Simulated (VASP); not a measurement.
Output of a VASP run:

File OUTCAR:
```
 ion  position               nearest neighbor table
   1  0.500  0.000  0.000-  32 2.49  46 2.49  54 2.49  62 2.49
   2  0.750  0.250  0.000-  32 2.49  33 2.49  44 2.49  55 2.49
   3  0.750  0.000  0.250-  32 2.49  34 2.49  38 2.49  49 2.49
   4  0.000  0.000  0.000-  35 2.49  38 2.49  44 2.49  63 2.49
   5  0.250  0.250  0.000-  35 2.49  36 2.49  54 2.49  60 2.49
   6  0.500  0.500  0.000-  36 2.49  37 2.49  55 2.49  61 2.49
   7  0.750  0.750  0.000-  37 2.49  38 2.49  56 2.49  62 2.49
   8  0.250  0.000  0.250-  35 2.49  39 2.49  46 2.49  57 2.49
   9  0.500  0.250  0.250-  32 2.49  36 2.49  39 2.49  40 2.54
  10  0.750  0.500  0.250-  40 2.48  37 2.49  33 2.49  41 2.49
  11  0.500  0.000  0.500-  39 2.49  42 2.49  49 2.49  59 2.49
  12  0.750  0.250  0.500-  34 2.49  42 2.49  43 2.49  40 2.49
  13  0.750  0.000  0.750-  42 2.49  44 2.49  53 2.49  62 2.49
  14  0.000  0.500  0.000-  33 2.49  45 2.49  56 2.49  60 2.49
  15  0.250  0.750  0.000-  45 2.49  46 2.49  61 2.49  63 2.49
  16  0.000  0.250  0.250-  33 2.49  34 2.49  35 2.49  47 2.49
  17  0.250  0.500  0.250-  36 2.49  45 2.49  47 2.49  48 2.51
  18  0.500  0.750  0.250-  48 2.47  46 2.49  37 2.49  49 2.49
  19  0.000  0.000  0.500-  34 2.49  50 2.49  53 2.49  57 2.49
  20  0.250  0.250  0.500-  39 2.49  47 2.49  50 2.49  51 2.53
  21  0.750  0.750  0.500-  41 2.49  49 2.49  53 2.49  52 2.53
  22  0.250  0.000  0.750-  50 2.49  54 2.49  59 2.49  63 2.49
  23  0.500  0.250  0.750-  42 2.49  54 2.49  55 2.49  51 2.50
  24  0.750  0.500  0.750-  52 2.45  43 2.49  55 2.49  56 2.49
  25  0.000  0.750  0.250-  38 2.49  41 2.49  45 2.49  57 2.49
  26  0.000  0.500  0.500-  41 2.49  43 2.49  47 2.49  58 2.49
  27  0.250  0.750  0.500-  48 2.48  57 2.49  58 2.49  59 2.49
  28  0.000  0.250  0.750-  43 2.49  44 2.49  50 2.49  60 2.49
  29  0.250  0.500  0.750-  51 2.46  58 2.49  60 2.49  61 2.49
  30  0.500  0.750  0.750-  52 2.48  59 2.49  61 2.49  62 2.49
  31  0.000  0.750  0.750-  53 2.49  56 2.49  58 2.49  63 2.49
  32  0.625  0.125  0.125-   1 2.49   2 2.49   3 2.49   9 2.49
  33  0.875  0.375  0.125-   2 2.49  10 2.49  14 2.49  16 2.49
  34  0.875  0.125  0.375-   3 2.49  12 2.49  16 2.49  19 2.49
  35  0.125  0.125  0.125-   4 2.49   5 2.49   8 2.49  16 2.49
  36  0.375  0.375  0.125-   5 2.49   6 2.49   9 2.49  17 2.49
  37  0.625  0.625  0.125-   6 2.49   7 2.49  10 2.49  18 2.49
  38  0.875  0.875  0.125-   3 2.49   4 2.49   7 2.49  25 2.49
  39  0.375  0.125  0.375-   8 2.49   9 2.49  11 2.49  20 2.49
  40  0.625  0.379  0.379-  10 2.48  12 2.49   9 2.54
  41  0.875  0.625  0.375-  10 2.49  21 2.49  25 2.49  26 2.49
  42  0.625  0.125  0.625-  11 2.49  12 2.49  13 2.49  23 2.49
  43  0.875  0.375  0.625-  12 2.49  24 2.49  26 2.49  28 2.49
  44  0.875  0.125  0.875-   2 2.49   4 2.49  13 2.49  28 2.49
  45  0.125  0.625  0.125-  14 2.49  15 2.49  17 2.49  25 2.49
  46  0.375  0.875  0.125-   1 2.49   8 2.49  15 2.49  18 2.49
  47  0.125  0.375  0.375-  16 2.49  17 2.49  20 2.49  26 2.49
  48  0.376  0.627  0.375-  18 2.47  27 2.48  17 2.51
  49  0.625  0.875  0.375-   3 2.49  11 2.49  18 2.49  21 2.49
  50  0.125  0.125  0.625-  19 2.49  20 2.49  22 2.49  28 2.49
  51  0.376  0.379  0.626-  29 2.46  23 2.50  20 2.53
  52  0.625  0.623  0.628-  24 2.45  30 2.48  21 2.53
  53  0.875  0.875  0.625-  13 2.49  19 2.49  21 2.49  31 2.49
  54  0.375  0.125  0.875-   1 2.49   5 2.49  22 2.49  23 2.49
  55  0.625  0.375  0.875-   2 2.49   6 2.49  23 2.49  24 2.49
  56  0.875  0.625  0.875-   7 2.49  14 2.49  24 2.49  31 2.49
  57  0.125  0.875  0.375-   8 2.49  19 2.49  25 2.49  27 2.49
  58  0.125  0.625  0.625-  26 2.49  27 2.49  29 2.49  31 2.49
  59  0.375  0.875  0.625-  11 2.49  22 2.49  27 2.49  30 2.49
  60  0.125  0.375  0.875-   5 2.49  14 2.49  28 2.49  29 2.49
  61  0.375  0.625  0.875-   6 2.49  15 2.49  29 2.49  30 2.49
  62  0.625  0.875  0.875-   1 2.49   7 2.49  13 2.49  30 2.49
  63  0.125  0.875  0.875-   4 2.49  15 2.49  22 2.49  31 2.49
 Subroutine IBZKPT returns following result:
 Found      1 irreducible k-points:

 Following reciprocal coordinates:
            Coordinates               Weight
  0.000000  0.000000  0.000000      1.000000
   k-points           NKPTS =      1   k-points in BZ     NKDIM =      1   number of bands    NBANDS=    337
   number of dos      NEDOS =    301   number of ions     NIONS =     63
   total plane-waves  NPLWV = 175616
   dimension x,y,z NGX =    56 NGY =   56 NGZ =   56
   dimension x,y,z NGXF=   112 NGYF=  112 NGZF=  112
   ions per type =              31  32
   PREC   = normal    normal or accurate (medium, high low for compatibility)
   ISTART =      0    job   : 0-new  1-cont  2-samecut
   ICHARG =      2    charge: 1-file 2-atom 10-const
   ISPIN  =      1    spin polarized calculation?
...
```

File OSZICAR:
```
...
RMM:   4    -0.189285198176E+03   -0.62239E-04   -0.12898E-03   695   0.615E-02    0.100E-01
RMM:   5    -0.189285146139E+03    0.52037E-04   -0.44771E-04   672   0.326E-02    0.242E-02
RMM:   6    -0.189285154639E+03   -0.84997E-05   -0.76681E-05   503   0.141E-02
   9 F= -.18928515E+03 E0= -.18924659E+03  d E =-.877525E-02
       N       E                     dE             d eps       ncg     rms          rms(c)
DAV:   1    -0.189284610323E+03    0.53582E-03   -0.46029E-01   732   0.116E+00    0.123E-01
RMM:   2    -0.189285165951E+03   -0.55563E-03   -0.64096E-03   674   0.117E-01    0.429E-02
RMM:   3    -0.189285248214E+03   -0.82263E-04   -0.80933E-04   677   0.441E-02    0.331E-02
RMM:   4    -0.189285256155E+03   -0.79414E-05   -0.13349E-04   574   0.189E-02    0.301E-02
RMM:   5    -0.189285250590E+03    0.55652E-05   -0.35943E-05   454   0.102E-02
  10 F= -.18928525E+03 E0= -.18924669E+03  d E =-.887120E-02
       N       E                     dE             d eps       ncg     rms          rms(c)
DAV:   1    -0.189285968872E+03   -0.71272E-03   -0.97267E-01   692   0.155E+00    0.222E-01
RMM:   2    -0.189288188812E+03   -0.22199E-02   -0.25104E-02   674   0.209E-01    0.700E-02
RMM:   3    -0.189288468218E+03   -0.27941E-03   -0.29400E-03   675   0.786E-02    0.641E-02
RMM:   4    -0.189288492375E+03   -0.24157E-04   -0.48711E-04   687   0.339E-02    0.602E-02
RMM:   5    -0.189288472075E+03    0.20299E-04   -0.21824E-04   568   0.201E-02    0.120E-02
RMM:   6    -0.189288471169E+03    0.90608E-06   -0.19095E-05   428   0.796E-03
  11 F= -.18928847E+03 E0= -.18924991E+03  d E =-.322058E-02
       N       E                     dE             d eps       ncg     rms          rms(c)
DAV:   1    -0.189281289842E+03    0.71822E-02   -0.35124E+00   675   0.294E+00    0.421E-01
RMM:   2    -0.189289456355E+03   -0.81665E-02   -0.91910E-02   674   0.400E-01    0.134E-01
RMM:   3    -0.189290461861E+03   -0.10055E-02   -0.10652E-02   675   0.150E-01    0.123E-01
RMM:   4    -0.189290550143E+03   -0.88283E-04   -0.17637E-03   693   0.648E-02    0.114E-01
RMM:   5    -0.189290479617E+03    0.70527E-04   -0.77847E-04   678   0.383E-02    0.224E-02
RMM:   6    -0.189290477844E+03    0.17726E-05   -0.69127E-05   496   0.150E-02
  12 F= -.18929048E+03 E0= -.18925192E+03  d E =-.522725E-02
       N       E                     dE             d eps       ncg     rms          rms(c)
DAV:   1    -0.189290283513E+03    0.19610E-03   -0.16739E-01   724   0.643E-01    0.893E-02
RMM:   2    -0.189290641476E+03   -0.35796E-03   -0.39433E-03   674   0.828E-02    0.284E-02
RMM:   3    -0.189290683215E+03   -0.41740E-04   -0.44348E-04   647   0.309E-02    0.260E-02
RMM:   4    -0.189290687493E+03   -0.42774E-05   -0.78742E-05   480   0.133E-02
  13 F= -.18929069E+03 E0= -.18925213E+03  d E =-.543690E-02
       N       E                     dE             d eps       ncg     rms          rms(c)
DAV:   1    -0.189291444391E+03   -0.76118E-03   -0.57363E-01   708   0.134E+00    0.145E-01
RMM:   2    -0.189291961402E+03   -0.51701E-03   -0.57163E-03   674   0.139E-01    0.503E-02
RMM:   3    -0.189292018195E+03   -0.56793E-04   -0.73134E-04   674   0.525E-02    0.325E-02
RMM:   4    -0.189292023760E+03   -0.55651E-05   -0.12335E-04   684   0.233E-02    0.287E-02
RMM:   5    -0.189292019993E+03    0.37678E-05   -0.30340E-05   448   0.113E-02
  14 F= -.18929202E+03 E0= -.18925346E+03  d E =-.133250E-02
```

**OUTCAR**
```
------------------------ aborting loop because EDIFF is reached ----------------------------------------
  FORCE on cell =-STRESS in cart. coord.  units (eV):
  Direction    XX          YY          ZZ          XY          YZ          ZX
  --------------------------------------------------------------------------------------
  Total      -20.4138233    -20.4411373    -20.4461335     -0.0153062     -0.0002264     -0.0009971
  in kB      -21.6033849    -21.6322907    -21.6375779     -0.0161981     -0.0002396     -0.0010552
  external PRESSURE =     -21.6244179 kB  Pullay stress =       0.0000000 kB
  volume of cell :     1513.96
      direct lattice vectors                 reciprocal lattice vectors
    11.482533193  0.000000000  0.000000000     0.087088797  0.000000000  0.000000000
     0.000000000 11.482533193  0.000000000     0.000000000  0.087088797  0.000000000
     0.000000000  0.000000000 11.482533193     0.000000000  0.000000000  0.087088797
  FREE ENERGIE OF THE ION-ELECTRON SYSTEM (eV)
  ---------------------------------------------------
  free  energy   TOTEN  =      -189.2920199925 eV

  energy  without entropy=     -189.2148918054  energy(sigma->0) =     -189.25345590

 reached required accuracy - stopping structural energy minimisation
```
(Selected blocks of OUTCAR.)

POSCAR:
```
Zn31Se32
1
   11.4825331932     0.0000000000     0.0000000000
    0.0000000000    11.4825331932     0.0000000000
   -0.0000000000    -0.0000000000    11.4825331932
Zn Se
31 32
Direct
  0.5000000000   0.0000000000   0.0000000000
  0.7500000000   0.2500000000   0.0000000000
  0.7500000000   0.0000000000   0.2500000000
  0.0000000000   0.0000000000   0.0000000000
  0.2500000000   0.2500000000   0.0000000000
  0.5000000000   0.5000000000   0.0000000000
  0.7500000000   0.7500000000   0.0000000000
  0.2500000000   0.0000000000   0.2500000000
  0.5000000000   0.2500000000   0.2500000000
  0.7500000000   0.5000000000   0.2500000000
  0.5000000000   0.0000000000   0.5000000000
  0.7500000000   0.2500000000   0.5000000000
  0.7500000000   0.0000000000   0.7500000000
  0.0000000000   0.5000000000   0.0000000000
  0.2500000000   0.7500000000   0.0000000000
  0.0000000000   0.2500000000   0.2500000000
  0.2500000000   0.5000000000   0.2500000000
  0.5000000000   0.7500000000   0.2500000000
  0.0000000000   0.0000000000   0.5000000000
  0.2500000000   0.2500000000   0.5000000000
  0.7500000000   0.7500000000   0.5000000000
  0.2500000000   0.0000000000   0.7500000000
  0.5000000000   0.2500000000   0.7500000000
  0.7500000000   0.5000000000   0.7500000000
  0.0000000000   0.7500000000   0.2500000000
  0.0000000000   0.5000000000   0.5000000000
  0.2500000000   0.7500000000   0.5000000000
  0.0000000000   0.2500000000   0.7500000000
  0.2500000000   0.5000000000   0.7500000000
  0.5000000000   0.7500000000   0.7500000000
  0.0000000000   0.7500000000   0.7500000000
  0.6250000000   0.1250000000   0.1250000000
  0.8750000000   0.3750000000   0.1250000000
  0.8750000000   0.1250000000   0.3750000000
  0.1250000000   0.1250000000   0.1250000000
  0.3750000000   0.3750000000   0.1250000000
  0.6250000000   0.6250000000   0.1250000000
  0.8750000000   0.8750000000   0.1250000000
  0.3750000000   0.1250000000   0.3750000000
  0.6254110000   0.3791210000   0.3785040000
  0.8750000000   0.6250000000   0.3750000000
  0.6250000000   0.1250000000   0.6250000000
  0.8750000000   0.3750000000   0.6250000000
  0.8750000000   0.1250000000   0.8750000000
  0.1250000000   0.6250000000   0.1250000000
  0.3750000000   0.8750000000   0.1250000000
  0.1250000000   0.3750000000   0.3750000000
  0.3759330000   0.6266830000   0.3753560000
  0.6250000000   0.8750000000   0.3750000000
  0.1250000000   0.1250000000   0.6250000000
  0.3760700000   0.3791300000   0.6264600000
  0.6245310000   0.6225700000   0.6284010000
  0.8750000000   0.8750000000   0.6250000000
  0.3750000000   0.1250000000   0.8750000000
  0.6250000000   0.3750000000   0.8750000000
  0.8750000000   0.6250000000   0.8750000000
  0.1250000000   0.8750000000   0.3750000000
  0.1250000000   0.6250000000   0.6250000000
  0.3750000000   0.8750000000   0.6250000000
  0.1250000000   0.3750000000   0.8750000000
  0.3750000000   0.6250000000   0.8750000000
  0.6250000000   0.8750000000   0.8750000000
  0.1250000000   0.8750000000   0.8750000000
```

**Question.** Write an INCAR and KPOINTS that could have produced this output.

**Answer.** Several could match; the one computed here: the input of the run itself, PBE GGA, plane waves, VASP's PBE PAW potentials (set 64).

INCAR:
```
SYSTEM = Zn31Se32
PREC = Normal
ENCUT = 400
EDIFF = 1E-5
NELM = 100
ALGO = Fast
LREAL = Auto
LASPH = .TRUE.
ISMEAR = 0
SIGMA = 0.05
GGA = PE
LMAXMIX = 4
LWAVE = .FALSE.
LCHARG = .FALSE.
NELMIN = 4
ISYM = 0
NELECT = 562.0
IBRION = 2
ISIF = 2
NSW = 60
EDIFFG = -0.03
```

KPOINTS:
```
Regular mesh
0
gamma
  1 1 1
```

POTCAR, in this order: Zn Se (PBE.64 set). Program: vasp_gam.

The cell is charged, with a uniform compensating background. The supercell is sampled at Γ alone, which is coarse: total energies, pressure and levels can be off, energies of defects by several tenths of an eV.

The cell is a supercell with a defect, built from ZnSe (zinc blende): vac_Zn, charge +2. The run is not spin-polarised, so no state with unpaired spins was tried.
